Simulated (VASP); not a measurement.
Computed with LDA (Ceperley-Alder, Perdew-Zunger), VASP's LDA PAW potentials (set 64) (plane waves; VASP 6.6.1).

VASP ran on this input.

File KPOINTS:
```
Automatic mesh
0
Gamma
7 7 5
0 0 0
```

**INCAR**
```
# general
SYSTEM  = Te2Au
PREC    = Accurate
ENCUT   = 300
LREAL   = .FALSE.
LASPH   = .TRUE.

# electronic loop
EDIFF   = 1E-6
NELM    = 100
ALGO    = Normal
LMAXMIX = 6

# smearing
ISMEAR  = 0
SIGMA   = 0.1

# ions
ISIF    = 2

# output
LWAVE   = .FALSE.
LCHARG  = .FALSE.
```

File POSCAR:
```
Te2Au
1
    3.6220850000    -2.1045500000     0.0000000000
    3.6220850000     2.1045500000     0.0000000000
   -0.0107710000     0.0000000000     5.1944890000
Te Au
2 1
Direct
  0.3186700000   0.3186700000   0.2891200000
  0.6813300000   0.6813300000   0.7108800000
  0.0000000000   0.0000000000   0.0000000000
```

POTCAR, in this order: Te Au (LDA.64 set). Program: vasp_std.

At this cut-off the stress carries a Pulay error, which pulls relaxed volumes low. Unless said otherwise, spin-orbit coupling is left out, though it shifts the bands of the heavy elements here.

**Question.** Estimate the energy per atom (σ→0), pressure, largest force, band gap (on the k-mesh).

**Answer.** 
```yaml
energy per atom (σ→0): -4.110 eV/atom
band gap (on the k-mesh): none (metal, semimetal or under 0.01 eV)
pressure: -4.37 GPa
largest_force: 0.151 eV/Å
```

### OSZICAR
```
...
DAV:   7    -0.123449434906E+02    0.58031E-01   -0.36271E-01  2174   0.670E+00    0.426E+00
DAV:   8    -0.123361458896E+02    0.87976E-02   -0.51753E-02  2300   0.143E+00    0.107E+00
DAV:   9    -0.123333356120E+02    0.28103E-02   -0.10924E-02  2244   0.114E+00    0.417E-01
DAV:  10    -0.123332879804E+02    0.47632E-04   -0.98749E-04  2517   0.217E-01    0.124E-01
DAV:  11    -0.123332571147E+02    0.30866E-04   -0.94812E-05  2440   0.898E-02    0.404E-02
DAV:  12    -0.123332555882E+02    0.15265E-05   -0.33801E-05  2384   0.527E-02    0.239E-02
DAV:  13    -0.123332553138E+02    0.27443E-06   -0.18536E-06  1322   0.116E-02
   1 F= -.12333255E+02 E0= -.12331049E+02  d E =-.441329E-02
```

The structure comes from a computed database's Te2Au entry; how it stands against other phases isn't given here. The cell was not relaxed at this level. The run is one of a series of settings (GGA removed, POTCAR Te Au (LDA.64 set) against the base run), some of them coarse on purpose. The electron count is odd and the run is not spin-polarised, which forces a metal.
